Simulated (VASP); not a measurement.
## La2TaO5: relaxation of cell and atoms with PBE

Crystal: La2TaO5.

```xyz
8
Lattice="-2.0250 2.0750 7.0500 2.0250 -2.0750 7.0500 2.0250 2.0750 -7.0500" Properties=species:S:1:pos:R:3 pbc="T T T"
La    0.0000    0.0000    4.6530
La    0.0000    0.0000    9.4470
Ta    0.0000    0.0000    0.0000
O     2.0250    0.0000    3.5250
O     0.0000    2.0750    3.5250
O     0.0000    0.0000    1.9740
O     0.0000    0.0000   12.1260
O     0.0000    2.0750    0.0000
```

The cell was built by a generator and needn't be a form met in nature.

| Property | Result |
| --- | --- |
| Program | VASP 6.6.1 |
| Task | relaxation of cell and atoms |
| Functional | PBE |
| Potentials or basis | VASP PAW PBE potentials, release 64 (La, Ta_pv, O) |
| Cutoff | 520 eV |
| k mesh | 5 × 5 × 5 |
| Occupations | gaussian, width 0.15 eV |
| Spin | no spin polarisation |
| Further INCAR settings | PREC = Normal; ALGO = Fast; EDIFF = 0.0001; IBRION = 2; EDIFFG = -0.08; NSW = 24; ISIF = 3 |

- Relaxed volume: 15.84 Å³/atom
- Relaxed cell: a = 8.935 Å, b = 8.935 Å, c = 8.935 Å, α = 155.70°, β = 154.38°, γ = 35.60°
- Space group after relaxing (to 0.05 Å): Immm (No. 71)
- Energy gained by relaxing: 230.5 meV/atom
- Ionic steps: 18
- Pressure after relaxing: 0.0 GPa
- Largest force after relaxing: 0.020 eV/Å
- Band gap on the k mesh: none (metal or under the smearing width)

Forces in eV/Å, atoms in the order of the input:
```
La   0.000  0.000  0.001
La   0.000  0.000 -0.001
Ta   0.000  0.000  0.000
O    0.000  0.000  0.005
O    0.000  0.000 -0.005
O    0.000  0.000 -0.020
O    0.000  0.000  0.020
O    0.000  0.000  0.000
```

Stress tensor (GPa, compression positive):
```
-0.23  0.00  0.00
 0.00 -0.06  0.00
 0.00  0.00  0.16
```

Step by step:
```csv
step,energy change (eV),largest force (eV/Å),pressure (GPa),volume (Å³)
1,0.0000,3.5784,-0.35,118.49
2,-0.1778,3.4416,12.19,117.93
3,-0.4299,0.2578,6.07,118.16
4,-0.9498,0.3157,-0.24,126.75
5,-1.1089,0.6794,-4.05,134.31
6,-1.5307,0.9752,-3.47,134.03
7,-1.5429,1.1411,-3.24,133.93
8,-1.6830,1.3108,3.25,128.70
9,-1.6839,1.2947,2.74,129.04
10,-1.8079,0.5428,1.17,128.46
11,-1.8269,0.3799,0.58,128.18
12,-1.8288,0.3988,0.37,128.08
13,-1.8289,0.4221,0.31,128.06
14,-1.8347,0.1223,-0.77,128.42
15,-1.8348,0.1397,-0.78,128.39
16,-1.8401,0.1801,-0.47,127.80
17,-1.8427,0.1966,0.09,126.80
18,-1.8442,0.0199,-0.04,126.75
```

Final structure:
```
La Ta O
1.0
    -1.88026    1.98100    8.50732
     1.88026   -1.98100    8.50732
     1.88026    1.98100   -8.50732
La Ta O
2 1 5
Direct
  0.32657 0.32657 0.00000
  0.67343 0.67343 0.00000
  0.00000 0.00000 0.00000
  0.24827 0.74827 0.50000
  0.75173 0.25173 0.50000
  0.11240 0.11240 0.00000
  0.88760 0.88760 0.00000
  0.50000 0.00000 0.50000
```

Levels at points of the mesh, in eV from the Fermi level:
| k point | band 29 | band 30 | band 31 | band 32 | band 33 | band 34 | band 35 | band 36 |
| --- | --- | --- | --- | --- | --- | --- | --- | --- |
| (0.00, 0.00, 0.00) | -1.39 | -0.27 | -0.25 | -0.09 | 2.03 | 3.85 | 4.03 | 4.06 |

It took 49 min on 1 thread of Intel(R) Xeon(R) Platinum 8488C (Sapphire Rapids), on a shared host, peak memory 0.44 GiB.

Caveat: the k mesh is coarse (spacing up to 0.43 Å⁻¹), so the values aren't converged; an odd number of electrons without spin polarisation forces a metal; a magnetic or distorted state may lie lower; the relaxation stopped at a loose force limit of 0.08 eV/Å, so its end isn't a converged minimum. The run has no spin-orbit coupling, so splittings on La, Ta are missing.
